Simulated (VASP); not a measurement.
# InSb (relaxed from the zinc blende structure, space group F-43m): computed properties

Calculation: r2SCAN meta-GGA, VASP's PBE PAW potentials (set 64) (plane waves; VASP).

- space group = F-43m (216)
- cell = a = b = c = 6.5559 Å, α = β = γ = 90.00°
- volume per atom = 35.22 Å³/atom
- band gap (over mesh and band path) = 0.02 eV
- smallest direct gap (over mesh and band path) = 0.02 eV
- band-edge character = direct, Γ to Γ
- density = 5.58 g/cm³

```cif
data_InSb
_chemical_formula_sum 'In1 Sb1'
_space_group_name_H-M_alt 'P 1'
_space_group_IT_number 1
_cell_length_a 4.63571
_cell_length_b 4.63571
_cell_length_c 4.63571
_cell_angle_alpha 60.000
_cell_angle_beta 60.000
_cell_angle_gamma 60.000
loop_
_space_group_symop_operation_xyz
  'x, y, z'
loop_
_atom_site_label
_atom_site_type_symbol
_atom_site_fract_x
_atom_site_fract_y
_atom_site_fract_z
_atom_site_occupancy
In1 In 0.00000 0.00000 0.00000 1
Sb1 Sb 0.25000 0.25000 0.25000 1
```

Unless said otherwise, spin-orbit coupling is left out, though it shifts the bands of the heavy elements here.

The structure was generated: InSb was put into the zinc blende type (F-43m), which need not be its known phase. It was relaxed first. Symmetry was kept, so distortions that lower it aren't found.
